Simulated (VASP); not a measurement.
Input for VASP

**POSCAR**
```
ZrN
1.0
  0.0000000000   2.2515921649   2.2515921649
  2.2515921649   0.0000000000   2.2515921649
  2.2515921649   2.2515921649   0.0000000000
Zr N
1 1
Direct
  0.0000000000   0.0000000000   0.0000000000
  0.5000000000   0.5000000000   0.5000000000
```

### INCAR
```
! general
SYSTEM  = ZrN
PREC    = Accurate
ENCUT   = 620
LREAL   = F
LASPH   = T

! electronic loop
EDIFF   = 1E-6
NELM    = 100
ALGO    = Normal
LMAXMIX = 4

! smearing
ISMEAR  = 1
SIGMA   = 0.1

! ions
IBRION  = 2
NSW     = 40
ISIF    = 3
EDIFFG  = -0.02
PSTRESS = 100

! output
LWAVE   = F
LCHARG  = F
```

KPOINTS:
```
Regular mesh
0
G
14 14 14
```

POTCAR, in this order: Zr_sv N (LDA.64 set). Program: vasp_std.

Question: Translate this LDA calculation to Ansatz.

Answer: One equivalent input (not run):
Ansatz 0.2 input:
```yaml
crystal:
  lattice:
    - [0.0000000, 2.2515922, 2.2515922]
    - [2.2515922, 0.0000000, 2.2515922]
    - [2.2515922, 2.2515922, 0.0000000]
  atoms:
    - { symbol: Zr, position: [0.0000000, 0.0000000, 0.0000000] }
    - { symbol: N, position: [0.5000000, 0.5000000, 0.5000000] }
kpoints:
  mp_grid: { grid: [14, 14, 14] }
hamiltonian:
  xc: lda
  pseudopotentials: { kind: paw }
scf:
  occupations: { method: methfessel_paxton, width: 0.1 }
  max_iter: 100
relax:
  max_steps: 40
  f_tol: 0.02
  cell: { p_target: 10 }
output: { forces: true, stress: true, eigenvalues: true }
```
What does not carry over: each code has its own PAW files, so the cut-off isn't converted (ENCUT is set for VASP's; basis.ecutwfc is left out, and Ansatz then takes the one that its files recommend); Ansatz stops its SCF on the density residual and VASP on the energy change (EDIFF); Ansatz's lda is the Perdew-Wang form, while the LDA potentials of VASP carry Perdew-Zunger's.

The compound is ZrN in the rock salt structure. This run relaxes it under an external pressure of 10 GPa. Symmetry was kept, so distortions that lower it aren't found.
